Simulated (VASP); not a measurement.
Computed with PBE GGA, VASP's PBE PAW potentials (set 64) (plane waves; VASP 6.6.1).

A VASP calculation is set up with these files.

INCAR:
```
! general
SYSTEM  = MgSe
PREC    = Accurate
ENCUT   = 400
LREAL   = .FALSE.
LASPH   = .TRUE.

! electronic loop
EDIFF   = 1E-6
NELM    = 100
ALGO    = Normal
LMAXMIX = 4

! smearing
ISMEAR  = 0
SIGMA   = 0.05

! functional
GGA     = PE

! ions
ISIF    = 2

! output
LWAVE   = .FALSE.
LCHARG  = .FALSE.
```

POSCAR:
```
MgSe
1
    0.0000000000     2.7846000000     2.7846000000
    2.7846000000     0.0000000000     2.7846000000
    2.7846000000     2.7846000000     0.0000000000
Mg Se
1 1
Direct
  0.0000000000   0.0000000000   0.0000000000
  0.5000000000   0.5000000000   0.5000000000
```

File KPOINTS:
```
Automatic mesh
0
Gamma
7 7 7
0 0 0
```

POTCAR, in this order: Mg Se (PBE.64 set). Program: vasp_std.

**Question.** Estimate the energy per atom (σ→0), pressure.

**Answer.** 
| Item | Value |
|---|---|
| energy per atom (σ→0) | -360.8 kJ/mol of atoms |
| pressure | -2.00 GPa |

**OSZICAR**
```
...
DAV:   6    -0.752608154213E+01    0.28130E+00   -0.61498E-01   352   0.359E+00    0.182E+00
DAV:   7    -0.748064469770E+01    0.45437E-01   -0.24008E-01   424   0.240E+00    0.919E-01
DAV:   8    -0.747976989919E+01    0.87480E-03   -0.10187E-02   352   0.725E-01    0.206E-01
DAV:   9    -0.747972810852E+01    0.41791E-04   -0.14312E-04   432   0.868E-02    0.129E-01
DAV:  10    -0.747974803857E+01   -0.19930E-04   -0.21067E-04   424   0.786E-02    0.293E-02
DAV:  11    -0.747974183472E+01    0.62038E-05   -0.26037E-05   376   0.249E-02    0.111E-02
DAV:  12    -0.747974193190E+01   -0.97175E-07   -0.24375E-06   312   0.908E-03
   1 F= -.74797419E+01 E0= -.74797419E+01  d E =-.276199E-11
```

The compound is MgSe in the rock salt structure. The cell was not relaxed at this level.
